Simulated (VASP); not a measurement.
## CdRh3: hyperfine couplings with optB86b-vdW

CdRh3:

```
CELL_PARAMETERS angstrom
0.00000 3.12289 3.12289
3.12289 0.00000 3.12289
3.12289 3.12289 0.00000
ATOMIC_POSITIONS crystal
Cd 0.00000 0.00000 0.00000
Rh 0.25000 0.25000 0.25000
Rh 0.75000 0.75000 0.75000
Rh 0.50000 0.50000 0.50000
```

The cell was built by a generator and needn't be a form met in nature.

```
Program                : VASP 6.6.1
Task                   : hyperfine couplings
Functional             : optB86b-vdW
Potentials or basis    : VASP PAW PBE potentials, release 64 (Cd, Rh_pv)
Cutoff                 : 520 eV
k mesh                 : 7 × 7 × 7
Occupations            : tetrahedron
Spin                   : collinear spin, antiferromagnetic start
Starting moments       : [0.0, 0.6, -0.6, 0.6] μB
Fixed moment           : 0 μB
Further INCAR settings : ALGO = Fast; EDIFF = 1e-06
```

| Property | Result |
| --- | --- |
| Pressure | 0.0 GPa |
| Net moment | 0.00 μB per cell |
| Valence electrons inside the program's atomic spheres | Cd 10.51; Rh 13.73, 13.69 |

Hyperfine coupling, principal values (MHz):
```csv
atom,values
1 Cd,"0.0, 0.0, 0.0"
2 Rh,"0.0, 0.0, 0.0"
3 Rh,"0.0, 0.0, 0.0"
4 Rh,"0.0, 0.0, 0.0"
```

It took 2.6 min on 1 thread of Intel(R) Xeon(R) 6975P-C (Granite Rapids) (shared host), peak memory 0.54 GiB.

Caveat: the PAW data sets were made with another functional, which shifts forces and pressure a little; the total moment is fixed, so each spin has its own Fermi level.
